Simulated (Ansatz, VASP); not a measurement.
**CoSi2: VASP beside Ansatz**

Aim: how closely do two programs agree when they are given the same cell, functional and k mesh? The cell is a member of a volume series, scaled by 0.985 from a relaxed one, so a pressure remains. Other levels of theory on this material are compared in a session of their own.

Main program and level: Ansatz 0.2.0; plane waves, with VASP 6.6.1 beside it; single point at PBE and single point at BLYP.

## Step 1: The structure

Symmetry: Fm-3m, No. 225, cubic system. The conventional cell has a = 5.331 Å, b = 5.331 Å, c = 5.331 Å, α = 90.00°, β = 90.00°, γ = 90.00°. Nearest to Co lie 8 Si at 2.31 Å. Nearest to Si lie 4 Co at 2.31 Å. Farther neighbours are not listed.

As a file:

```cif
data_structure
_symmetry_space_group_name_H-M 'Fm-3m'
_symmetry_Int_Tables_number 225
_cell_length_a 5.3307
_cell_length_b 5.3307
_cell_length_c 5.3307
_cell_angle_alpha 90.000
_cell_angle_beta 90.000
_cell_angle_gamma 90.000
_cell_volume 151.48
loop_
_atom_site_label
_atom_site_type_symbol
_atom_site_symmetry_multiplicity
_atom_site_Wyckoff_symbol
_atom_site_fract_x
_atom_site_fract_y
_atom_site_fract_z
_atom_site_occupancy
Co1 Co 4 a 0.00000 0.00000 0.00000 1
Si1 Si 8 c 0.25000 0.25000 0.75000 1
```

## Step 2: Ansatz: single point, PBE, volume scaled by 0.985

Ansatz runs on its default PAW (the set named soft_2) files.

With cell and atoms fixed, the geometry can't cause a difference; cores, projectors, grids and the points listed under the comparison can.

input.yaml reads:

```yaml
crystal:
  lattice:
    - [0.0, 2.6653698, 2.6653698]
    - [2.6653698, 0.0, 2.6653698]
    - [2.6653698, 2.6653698, 0.0]
  atoms:
    - { symbol: Co, position: [0.0, 0.0, 0.0] }
    - { symbol: Si, position: [0.75, 0.75, 0.75] }
    - { symbol: Si, position: [0.25, 0.25, 0.25] }
hamiltonian:
  xc: pbe
  pseudopotentials: { kind: paw }
magnetization:
  spin_polarized: true
kpoints:
  mp_grid: { grid: [12, 12, 12] }
scf:
  occupations: { method: gaussian, width: 0.05 }
  n_extra_bands: 6
output:
  forces: true
  stress: true
  eigenvalues: true
  write_density: true
  write_potential: true
  elf: true
  volumetric_format: npy
```

On the command line:

```
$ ansatz run input.yaml --threads 2 --pin off --max-ram 4608MiB --backend cpu --events-out ev --progress --plain --runs-dir out
```

Numbers of over 12 decimals in the logs are rounded to 6 here.

Log:

```text
scf.n_extra_bands = 6 over 13 filled bands (N_el = 25.0): the run solves 19 bands
Engine: ansatz 0.2.0, aarch64-unknown-linux-gnu
Pseudopotentials: kind: paw
Pseudopotential: Co, paw, valence charge 17, recommended cutoff 420 eV (normal), Co.paw.azcp
Pseudopotential: Si, paw, valence charge 4, recommended cutoff 420 eV (normal), Si.paw.azcp
Functional definition: PBE
  parameter kappa = 0.804
  parameter beta = 0.066725
  exchange = pbe_x(kappa = kappa, mu = beta*pi^2/3)
  correlation = pbe_c(beta = beta)
Crystal: 3 atoms, lattice volume = 37.871 Å³
Basis set: ecut = 420 eV, 725 PW (Γ), exchange–correlation on 54×54×54 points (8 copies of the dense FFT grid, shifted against one another)
Bands: 19, of which v1, the nominal top of the filled ones, is band 13 counted from 1 (12 counted from 0)
Symmetry: 48 space group operations
Space group: Fm-3m (ITA 225), of the structure as read, at distance tolerance 3.4e-5 Å
k-points: 72 of 1728
Non-local potential: Co, projectors of the file, l = 0: 3, l = 1: 2, l = 2: 3, l = 3: 1
Non-local potential: Si, projectors of the file, l = 0: 2, l = 1: 2, l = 2: 2
PAW form: soft (Blöchl's): semilocal exchange-correlation on the pseudo side does not see the compensation charge
PAW one-centre angular grid: Co, 590 points (default); XC on 64 Gauss nodes
PAW one-centre angular grid: Si, 110 points (default); XC on 64 Gauss nodes
Initial density: superposition of atomic densities (chi_scale 0.1, normalization cell, long waves kept (reshape's long-wave potential 0.00 eV rms))
Initial wavefunctions: pseudopotential atomic-orbital guess
Functional: x = pbe(κ = 0.804, μ = 0.219515), c = pbe(β = 0.066725)
SCF iter   1: F=—  HF=-6400.479733 eV  |F-HF|=—  |Δ(HF+E_count)|=         —  Δρ=6.92e-2 (↑6.92e-2 ↓6.92e-2)  dr2=8.30e0  dr2_m=0.00e0  M=0.000 μB ∫|m|=0.000 μB  β_m=0.30  ethr=3.10e-3  ⟨swp⟩=5.6  Hψ=6911  notcnv=0
preconditioner: auto → none  [insulator: Δε(μ)=0.064 eV  Ē_g=10.246 eV  σ=0.050 eV  W_gap=0.63  n_scr=14 (ndim 8)  ℏωp=24.9 eV  f_vac=0.000  D(μ)=0.77/eV (n_scr^D=0)  ε∞_Penn≈6.9]
SCF iter   2: F=—  HF=-6401.409958 eV  |F-HF|=—  |Δ(HF+E_count)|=   9.30e-1  Δρ=1.48e-1 (↑1.48e-1 ↓1.48e-1)  dr2=2.14e1  dr2_m=0.00e0  M=0.000 μB ∫|m|=0.000 μB  β_m=0.21  ethr=3.10e-3  ⟨swp⟩=3.0  Hψ=3509  notcnv=0  defer=135  recentre
preconditioner: auto → Kerker (q_TF=auto, 2.546 Å⁻¹)  [metal: Δε(μ)=0.008 eV  Ē_g=9.410 eV  σ=0.050 eV  W_gap=0.09  n_scr=14 (ndim 8)  ℏωp=24.9 eV  f_vac=0.000  D(μ)=1.58/eV (n_scr^D=14)]
spin=Collinear: Kerker preconditioning applied to the charge; magnetization (m = ρ↑ − ρ↓) channel mixes plain (no charge-response kernel on spin).
SCF iter   3: F=—  HF=-6398.352345 eV  |F-HF|=—  |Δ(HF+E_count)|=    3.06e0  Δρ=5.59e-2 (↑5.31e-2 ↓5.59e-2)  dr2=6.53e-1  dr2_m=9.17e-1  M=1.368 μB ∫|m|=1.368 μB  ethr=3.10e-3  ⟨swp⟩=2.8  Hψ=3281  notcnv=0  defer=128
Mixer restart at iter 3: flushing history
SCF iter   4: F=—  HF=-6399.313099 eV  |F-HF|=—  |Δ(HF+E_count)|=         —  Δρ=4.36e-2 (↑4.15e-2 ↓4.36e-2)  dr2=8.40e-1  dr2_m=4.92e-1  M=0.241 μB ∫|m|=0.252 μB  β_m=0.21  ethr=2.61e-3  ⟨swp⟩=3.2  Hψ=6590  notcnv=0  defer=109
SCF iter   5: F=—  HF=-6399.274851 eV  |F-HF|=—  |Δ(HF+E_count)|=   3.82e-2  Δρ=3.82e-2 (↑3.82e-2 ↓3.39e-2)  dr2=5.60e-1  dr2_m=3.47e-1  M=0.196 μB ∫|m|=0.207 μB  β_m=0.60  ethr=2.61e-3  ⟨swp⟩=1.0  Hψ=3224  notcnv=0  defer=116
SCF iter   6: F=—  HF=-6399.318294 eV  |F-HF|=—  |Δ(HF+E_count)|=   4.34e-2  Δρ=3.98e-2 (↑3.06e-2 ↓3.98e-2)  dr2=1.33e0  dr2_m=7.65e-3  M=0.019 μB ∫|m|=0.037 μB  β_m=0.43  ethr=2.24e-3  ⟨swp⟩=2.0  Hψ=4997  notcnv=0  defer=124
SCF iter   7: F=—  HF=-6399.167515 eV  |F-HF|=—  |Δ(HF+E_count)|=   1.51e-1  Δρ=5.04e-3 (↑5.04e-3 ↓4.13e-3)  dr2=2.56e-2  dr2_m=5.62e-4  M=-0.010 μB ∫|m|=0.027 μB  β_m=0.71  ethr=2.24e-3  ⟨swp⟩=2.3  Hψ=4971  notcnv=0  defer=236
Mixer restart at iter 7: flushing history
SCF iter   8: F=—  HF=-6399.171181 eV  |F-HF|=—  |Δ(HF+E_count)|=         —  Δρ=4.30e-3 (↑4.30e-3 ↓4.30e-3)  dr2=2.08e-2  dr2_m=0.00e0  M=0.000 μB ∫|m|=0.000 μB  β_m=0.71  ethr=1.02e-4  ⟨swp⟩=5.1  Hψ=4504  notcnv=0  defer=97
SCF iter   9: F=—  HF=-6399.180230 eV  |F-HF|=—  |Δ(HF+E_count)|=   9.05e-3  Δρ=9.43e-3 (↑9.43e-3 ↓9.43e-3)  dr2=8.92e-2  dr2_m=0.00e0  M=0.000 μB ∫|m|=0.000 μB  β_m=0.42  ethr=8.31e-5  ⟨swp⟩=2.5  Hψ=2973  notcnv=0  defer=133  recentre
SCF iter  10: F=—  HF=-6399.170665 eV  |F-HF|=—  |Δ(HF+E_count)|=   9.56e-3  Δρ=2.18e-3 (↑2.18e-3 ↓2.18e-3)  dr2=5.95e-3  dr2_m=0.00e0  M=0.000 μB ∫|m|=0.000 μB  β_m=0.34  ethr=8.31e-5  ⟨swp⟩=2.5  Hψ=2274  notcnv=0  defer=133
SCF iter  11: F=—  HF=-6399.170823 eV  |F-HF|=—  |Δ(HF+E_count)|=   1.58e-4  Δρ=7.01e-4 (↑7.01e-4 ↓7.01e-4)  dr2=1.05e-3  dr2_m=0.00e0  M=0.000 μB ∫|m|=0.000 μB  β_m=0.64  ethr=2.38e-5  ⟨swp⟩=2.3  Hψ=1527  notcnv=0  defer=133
SCF iter  12: F=—  HF=-6399.171169 eV  |F-HF|=—  |Δ(HF+E_count)|=   3.46e-4  Δρ=4.97e-5 (↑4.97e-5 ↓4.97e-5)  dr2=6.84e-6  dr2_m=0.00e0  M=0.000 μB ∫|m|=0.000 μB  β_m=0.76  ethr=4.22e-6  ⟨swp⟩=2.3  Hψ=1732  notcnv=0  defer=133
SCF iter  13: F=—  HF=-6399.171151 eV  |F-HF|=—  |Δ(HF+E_count)|=   1.82e-5  Δρ=8.11e-5 (↑8.11e-5 ↓8.11e-5)  dr2=6.25e-6  dr2_m=0.00e0  M=0.000 μB ∫|m|=0.000 μB  β_m=0.76  ethr=2.74e-8  ⟨swp⟩=2.0  Hψ=1845  notcnv=0  defer=133
SCF iter  14: F=—  HF=-6399.171152 eV  |F-HF|=—  |Δ(HF+E_count)|=   3.33e-7  Δρ=2.13e-5 (↑2.13e-5 ↓2.13e-5)  dr2=4.11e-7  dr2_m=0.00e0  M=0.000 μB ∫|m|=0.000 μB  β_m=0.88  ethr=2.50e-8  ⟨swp⟩=1.1  Hψ=1263  notcnv=0  defer=133
SCF iter  15: F=-6399.171152 eV  HF=-6399.171152 eV  |F-HF|=4.93e-9  |Δ(HF+E_count)|=   7.92e-9  Δρ=2.74e-6 (↑2.74e-6 ↓2.74e-6)  dr2=6.63e-9  dr2_m=0.00e0  M=0.000 μB ∫|m|=0.000 μB  ethr=4.00e-10  ⟨swp⟩=10.4  Hψ=9296  notcnv=0
SCF 1 converged in 15 iterations: F = -6399.171152 eV  dr2 = 6.63e-9
  greatest PAW one-centre occupation: 1.000 electrons in one spin orbital (limit 2), on the Co atom at site 0 (counted from 0), in its partial waves of l = 0
SCF converged after 15 iterations
Magnetization: 0.0000 μB (12.5000 up, 12.5000 down)
Absolute magnetization: 0.0000 μB (∫|ρ↑−ρ↓|)
Spin contamination: 0.0000 ħ² per cell (⟨S²⟩ above its minimum at these occupations)
Per-site moments (μB) at R_I (Å): [(0.0, 0.952165), (0.0, 0.952165), (0.0, 0.952165)]
Free energy (F): -6399.171152 eV
Harris-Foulkes:  -6399.171152 eV  (|F-HF|=4.93e-9)
Internal energy: -6399.169733 eV  (E = F + TS)
E sigma→0 (E₀):  -6399.170442 eV
Entropy (-TS):   -0.001419 eV (-0.473 meV/atom)
Fermi energy:    13.098384 eV
--- Per-component energies (eV) ---
  E_band       = -279.378866
  E_kinetic    = 548.756092
  E_local      = -4079.928784  (includes V_loc(G=0)·N_el)
  E_nonlocal   = 501.368443
  E_hartree    = 1776.276302
  E_xc         = -274.558947
  E_vxc        = -305.867621  (∫ρ·V_xc dr)
  E_paw        = -2541.610059  (= ΣΔE_a)
  E_vpaw       = -496.253317  (= ΣTr[D̂ρ^β])
  E_aug_tail   = 0.000106  (compensation charges beyond the density's cutoff)
  E_ewald      = -2329.472885
  E_smearing   = -0.001419  (= −TS)
  E_closure    = 0.000000  (closes the sum)
  Σ components = -6399.171152   (vs F -6399.171152, Δ=0.00e0)
--- Forces (eV/Å), atoms counted from 1 ---
  atom   1  Co    -0.00000000     0.00000000     0.00000000
  atom   2  Si    -0.00000000     0.00000000    -0.00000000
  atom   3  Si    -0.00000000    -0.00000000    -0.00000000
  max |Σ_I F_I| component: 6.48e-17 eV/Å
--- Stress (GPa, compression-positive) ---
        3.015095      -0.000000       0.000000
        0.000000       3.015095       0.000000
        0.000000      -0.000000       3.015095
  P = ⅓ Tr σ = 3.0151 GPa (30.151 kbar)
--- Band table (eV; the first three rows and the last of 144) ---
  k-point 0 ↑: bands = [... 9 lower, 11.1622, 14.0121, 16.5444, 16.5444, 16.5444, 16.6065, 16.6065, 16.6065, ... 2 higher]
  k-point 1 ↑: bands = [... 9 lower, 11.1296, 14.0732, 15.1536, 15.8185, 15.8185, 17.3614, 17.3614, 18.1194, ... 2 higher]
  k-point 2 ↑: bands = [... 9 lower, 11.0583, 13.3002, 15.0091, 15.0789, 15.0789, 17.5088, 17.5088, 18.2072, ... 2 higher]
  k-point 71 ↓: bands = [... 9 lower, 10.7771, 11.1277, 11.6319, 12.4257, 16.8169, 16.8169, 18.9590, 19.7746, ... 2 higher]
```

Wall time 7.7 s (2 threads of Arm Neoverse N1, shared host); peak memory 0.36 GiB.

In the SCF lines HF is the Harris–Foulkes energy and dr2 the Hartree energy of the density residual, in eV; the loop may stop once dr2 is under the threshold and the program's other checks hold. Hψ counts applications of the Hamiltonian.

The run ends at a pressure of 3.02 GPa.

## Step 3: VASP: single point, PBE, volume scaled by 0.985

The same cell, functional, mesh and smearing now go to VASP, with its own data sets and cutoff.

Lines of VASP's logs that name or quote its potential files are left out, and so is its time.

The input asks for a relaxation, which ended at its first step since no free force or stress exceeded the threshold; so it serves as a single point.

INCAR reads:

```
SYSTEM = CoSi2
PREC = Accurate
ENCUT = 450
EDIFF = 1E-06
NELM = 100
ISMEAR = 0
SIGMA = 0.05
LREAL = .FALSE.
ALGO = Normal
GGA = PE
NBANDS = 16
ISPIN = 2
MAGMOM = 0 0 0
LASPH = .TRUE.
LMAXMIX = 4
LORBIT = 11
LWAVE = .FALSE.
LCHARG = .FALSE.
KPAR = 8
IBRION = 2
NSW = 30
ISIF = 4
EDIFFG = -0.01
```

POSCAR reads:

```
CoSi2
1.0
    0.0000000000      2.6653697953      2.6653697953
    2.6653697953      0.0000000000      2.6653697953
    2.6653697953      2.6653697953      0.0000000000
Co Si
1 2
Direct
    0.0000000000      0.0000000000      0.0000000000
    0.7500000000      0.7500000000      0.7500000000
    0.2500000000      0.2500000000      0.2500000000
```

KPOINTS reads:

```
Automatic mesh
0
Gamma
12 12 12
0 0 0
```

The projector-augmented-wave data sets are Co and Si (PBE family, release 64).

On the command line:

```
$ mpirun -np 8 vasp_std
```

Log:

```text
[banner, memory and clock lines left out]
running    8 mpi-ranks, on    1 nodes
 distrk:  each k-point on    1 cores,    8 groups
 distr:  one band on    1 cores,    1 groups

 POSCAR found type information on POSCAR CoSi
 POSCAR found :  2 types and       3 ions
|                                                                             |
|           W    W    AA    RRRRR   N    N  II  N    N   GGGG   !!!           |
|           W    W   A  A   R    R  NN   N  II  NN   N  G    G  !!!           |
|           W    W  A    A  R    R  N N  N  II  N N  N  G       !!!           |
|           W WW W  AAAAAA  RRRRR   N  N N  II  N  N N  G  GGG   !            |
|           WW  WW  A    A  R   R   N   NN  II  N   NN  G    G                |
|           W    W  A    A  R    R  N    N  II  N    N   GGGG   !!!           |
|                                                                             |
|     For optimal performance we recommend to set                             |
|       NCORE = 2 up to number-of-cores-per-socket                            |
|     NCORE specifies how many cores store one orbital (NPAR=cpu/NCORE).      |
|     This setting can greatly improve the performance of VASP for DFT.       |
|     The default, NCORE=1 might be grossly inefficient on modern             |
|     multi-core architectures or massively parallel machines. Do your        |
|     Unfortunately you need to use the default for GW and RPA                |
|     calculations (for HF NCORE is supported but not extensively tested      |
|     yet).                                                                   |
|                                                                             |

 LDA part: xc-table for (Slater+PW92), standard interpolation
 POSCAR, INCAR and KPOINTS ok, starting setup
 FFT: planning ... GRIDC
 FFT: planning ... GRID_SOFT
 FFT: planning ... GRID
 WAVECAR not read
 entering main loop
       N       E                     dE             d eps       ncg     rms          rms(c)
DAV:   1     0.551674991894E+02    0.55167E+02   -0.61383E+03  4624   0.901E+02
DAV:   2    -0.178745954922E+02   -0.73042E+02   -0.64834E+02  5136   0.189E+02
DAV:   3    -0.206570742846E+02   -0.27825E+01   -0.27329E+01  6104   0.413E+01
DAV:   4    -0.207052435517E+02   -0.48169E-01   -0.48138E-01  5432   0.527E+00
DAV:   5    -0.207066523483E+02   -0.14088E-02   -0.14087E-02  6112   0.910E-01    0.146E+01
DAV:   6    -0.242224888925E+02   -0.35158E+01   -0.23995E+01  4920   0.102E+02    0.175E+01
DAV:   7    -0.193233797722E+02    0.48991E+01   -0.10999E+01  5824   0.800E+01    0.332E+00
DAV:   8    -0.193228375313E+02    0.54224E-03   -0.71344E-01  5480   0.538E+00    0.190E+00
DAV:   9    -0.192908390803E+02    0.31998E-01   -0.82578E-02  5488   0.544E+00    0.488E-01
DAV:  10    -0.192910573810E+02   -0.21830E-03   -0.65583E-03  6512   0.125E+00    0.139E-01
DAV:  11    -0.192908547805E+02    0.20260E-03   -0.82104E-04  5928   0.537E-01    0.319E-02
DAV:  12    -0.192908819030E+02   -0.27122E-04   -0.71435E-05  5088   0.581E-02    0.162E-02
DAV:  13    -0.192908816099E+02    0.29311E-06   -0.50729E-06  5768   0.286E-02
   1 F= -.19290882E+02 E0= -.19290168E+02  d E =-.192909E+02  mag=     0.0000
 curvature:   0.00 expect dE= 0.000E+00 dE for cont linesearch  0.000E+00
 trial: gam= 0.00000 g(F)=  0.943E-46 g(S)=  0.755E-33 ort = 0.000E+00 (trialstep = 0.100E+01)
 search vector abs. value=  0.100E-09
 reached required accuracy - stopping structural energy minimisation
```

From OUTCAR (step 3):

```text
ion  position               nearest neighbor table
   1  0.000  0.000  0.000-   2 2.31   2 2.31   2 2.31   2 2.31   3 2.31   3 2.31   3 2.31   3 2.31

  LATTYP: Found a face centered cubic cell.
 ALAT       =     5.3307395906

 Subroutine GETGRP returns: Found 48 space group operations
 (whereof 48 operations were pure point group operations)

The static configuration has the point symmetry O_h .

 Found     72 irreducible k-points:

   k-points           NKPTS =     72   k-points in BZ     NKDIM =     72   number of bands    NBANDS=     16

   dimension x,y,z NGX =    28 NGY =   28 NGZ =   28
   dimension x,y,z NGXF=    56 NGYF=   56 NGZF=   56

   ENCUT  =  450.0 eV  33.07 Ry    5.75 a.u.   6.52  6.52  6.52*2*pi/ulx,y,z

   NELECT =      17.0000    total number of electrons

 k-points in reciprocal lattice and weights: Automatic mesh
   0.00000000  0.00000000  0.00000000       0.001
   0.08333333  0.00000000  0.00000000       0.005
   0.16666667  0.00000000  0.00000000       0.005
   0.25000000  0.00000000  0.00000000       0.005
   0.33333333  0.00000000  0.00000000       0.005
   0.41666667  0.00000000  0.00000000       0.005
   0.50000000  0.00000000  0.00000000       0.002
   0.08333333  0.08333333  0.00000000       0.003
   0.16666667  0.08333333  0.00000000       0.014
[...]
-0.33333333  0.50000000  0.16666667       0.007
  -0.25000000  0.50000000  0.25000000       0.003

 average (electrostatic) potential at core
       1 -78.0955       2 -79.2354       3 -79.2354

 E-fermi :  10.2671

 spin component 1
 k-point     1 :       0.0000    0.0000    0.0000
  band No.  band energies     occupation
    ...
      2       6.1433      1.00000
      3       6.1433      1.00000
      4       6.1433      1.00000
      5       8.3295      1.00000
      6       8.3295      1.00000
      7      11.1827      0.00000
      8      13.7386      0.00000
      9      13.7386      0.00000
     10      13.7386      0.00000
     11      13.7490      0.00000
    ...

 k-point     2 :       0.0833    0.0000    0.0000
  band No.  band energies     occupation
    ...
      2       5.8854      1.00000
      3       6.1814      1.00000
      4       6.1814      1.00000
      5       8.2973      1.00000
      6       8.2973      1.00000
      7      11.2381      0.00000
      8      12.3289      0.00000
      9      12.9875      0.00000
     10      12.9875      0.00000
     11      14.5298      0.00000
    ...

 k-point     3 :       0.1667    0.0000    0.0000
  band No.  band energies     occupation
    ...
      2       5.1947      1.00000
      3       6.2861      1.00000
      4       6.2861      1.00000
      5       8.2268      1.00000
      6       8.2268      1.00000
      7      10.4647      0.00000
      8      12.1843      0.00000
      9      12.2493      0.00000
     10      12.2493      0.00000
     11      14.6699      0.00000
    ...

 k-point     4 :       0.2500    0.0000    0.0000
  band No.  band energies     occupation
    ...
      3       6.4257      1.00000
      4       6.4257      1.00000
      5       8.1867      1.00000
      6       8.1867      1.00000
      7       9.4095      1.00000
      8      11.4917      0.00000
      9      11.4917      0.00000
     10      12.6507      0.00000
     11      14.2402      0.00000
     12      14.2402      0.00000
    ...

 k-point     5 :       0.3333    0.0000    0.0000
  band No.  band energies     occupation
    ...
      3       6.5494      1.00000
      4       6.5494      1.00000
      5       8.2579      1.00000
      6       8.2579      1.00000
      7       8.6542      1.00000
      8      10.7459      0.00000
      9      10.7459      0.00000
     10      12.9604      0.00000
     11      13.9416      0.00000
     12      13.9416      0.00000
    ...

 k-point     6 :       0.4167    0.0000    0.0000
  band No.  band energies     occupation
    ...
      5       8.2200      1.00000
      6       8.4622      1.00000
      7       8.4622      1.00000
      8      10.1069      1.00000
      9      10.1069      1.00000
     10      13.0316      0.00000
     11      13.7836      0.00000
     12      13.7836      0.00000
     13      14.7313      0.00000
     14      19.7567      0.00000
    ...

  Total        0.6869080      0.6869080      0.6869080      0.0000000      0.0000000      0.0000000
  in kB       29.0607466     29.0607466     29.0607466      0.0000000      0.0000000      0.0000000
  external PRESSURE =      29.0607466 kB  Pullay stress =       0.0000000 kB

  energy-cutoff  :      450.00
  volume of cell :       37.87
      direct lattice vectors                 reciprocal lattice vectors
     0.000000000  2.665369795  2.665369795    -0.187591231  0.187591231  0.187591231
     2.665369795  0.000000000  2.665369795     0.187591231 -0.187591231  0.187591231
     2.665369795  2.665369795  0.000000000     0.187591231  0.187591231 -0.187591231

 POSITION                                       TOTAL-FORCE (eV/Angst)
 -----------------------------------------------------------------------------------
      0.00000      0.00000      0.00000        -0.000000     -0.000000      0.000000
      3.99805      3.99805      3.99805        -0.000000      0.000000     -0.000000
      1.33268      1.33268      1.33268         0.000000     -0.000000     -0.000000
 -----------------------------------------------------------------------------------
    total drift:                               -0.000000     -0.000000      0.000000

  FREE ENERGIE OF THE ION-ELECTRON SYSTEM (eV)
  ---------------------------------------------------
  free  energy   TOTEN  =       -19.2908816099 eV

  energy  without entropy=      -19.2894544003  energy(sigma->0) =      -19.29016801

 reached required accuracy - stopping structural energy minimisation

 total charge
# of ion       s       p       d       tot
------------------------------------------
    1        0.549   0.737   7.609   8.894
    2        0.717   0.882   0.000   1.599
    3        0.717   0.882   0.000   1.599
--------------------------------------------------
tot          1.983   2.501   7.609  12.092

 magnetization (x)
# of ion       s       p       d       tot
------------------------------------------
    1        0.000   0.000   0.000   0.000
    2       -0.000  -0.000   0.000  -0.000
    3       -0.000  -0.000   0.000  -0.000
--------------------------------------------------
tot         -0.000  -0.000   0.000  -0.000

[... 3 further parts left out ...]
```

(Part 1 of 2 ends here.)

[Lines on the potential files, build, host, timing and source positions are cut from VASP's logs without a mark.]

[Logs are printed without paths, hosts, clocks, repeated set-up lines and the standing remarks that a program may print on its own settings, such as how far it seeks lower states.]

[Hosts, paths, dates, database ids (printed as entryN), source tags and the programs' standing remarks are cut or masked in the printed files.]
